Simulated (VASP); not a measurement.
A convergence study with VASP on MgTe (wurtzite): one setting is varied, all else stays as given below, so the limit is that of these other settings.

```
MgTe
1.0
    2.27500    -3.94042     0.00000
    2.27500     3.94042     0.00000
    0.00000     0.00000     7.39000
Mg Te
2 2
Direct
  0.66667   0.33333   0.50000
  0.33333   0.66667   0.00000
  0.66667   0.33333   0.87600
  0.33333   0.66667   0.37600
```

These are PBE GGA, VASP's PBE PAW potentials (set 64) (plane waves; VASP) values and carry that method's errors. The tightest run used: 550 eV cut-off, 10×10×7 Monkhorst-Pack mesh, Gaussian smearing of 0.050 eV, potentials Mg Te.

Problem. The settings run are 1×1×1 mesh; 2×2×1 mesh; 3×3×2 mesh; 4×4×3 mesh; 5×5×3 mesh; 6×6×4 mesh; 7×7×5 mesh; 8×8×5 mesh; 9×9×6 mesh; 10×10×7 mesh. From which on does the energy per atom stay within 0.01 eV/atom of the tightest run?

Solution. From 4×4×3 mesh on: it is off by 0.0021 there and by no more than 0.01 in any finer run, while 3×3×2 mesh is off by 0.0364.
```json
[
 {"setting": "1×1×1 mesh", "E (eV/atom)": "-0.9176", "pressure (GPa)": "12.22", "irreducible k-points": "1", "difference judged (eV/atom)": "2.2793"},
 {"setting": "2×2×1 mesh", "E (eV/atom)": "-3.2990", "pressure (GPa)": "0.90", "irreducible k-points": "2", "difference judged (eV/atom)": "0.1020"},
 {"setting": "3×3×2 mesh", "E (eV/atom)": "-3.1606", "pressure (GPa)": "1.80", "irreducible k-points": "3", "difference judged (eV/atom)": "0.0364"},
 {"setting": "4×4×3 mesh", "E (eV/atom)": "-3.1991", "pressure (GPa)": "1.46", "irreducible k-points": "12", "difference judged (eV/atom)": "0.0021"},
 {"setting": "5×5×3 mesh", "E (eV/atom)": "-3.1950", "pressure (GPa)": "1.49", "irreducible k-points": "10", "difference judged (eV/atom)": "0.0020"},
 {"setting": "6×6×4 mesh", "E (eV/atom)": "-3.1971", "pressure (GPa)": "1.47", "irreducible k-points": "24", "difference judged (eV/atom)": "0.0001"},
 {"setting": "7×7×5 mesh", "E (eV/atom)": "-3.1969", "pressure (GPa)": "1.48", "irreducible k-points": "24", "difference judged (eV/atom)": "0.0001"},
 {"setting": "8×8×5 mesh", "E (eV/atom)": "-3.1970", "pressure (GPa)": "1.47", "irreducible k-points": "60", "difference judged (eV/atom)": "0.0000"},
 {"setting": "9×9×6 mesh", "E (eV/atom)": "-3.1970", "pressure (GPa)": "1.47", "irreducible k-points": "36", "difference judged (eV/atom)": "0.0000"},
 {"setting": "10×10×7 mesh", "E (eV/atom)": "-3.1970", "pressure (GPa)": "1.47", "irreducible k-points": "120", "difference judged (eV/atom)": "0.0000"}
]
```

Left out are rungs that failed or repeat a setting and relaxations that didn't move; long series are thinned to 24 rows.

The compound is MgTe in the wurtzite structure. The cell was not relaxed at this level.
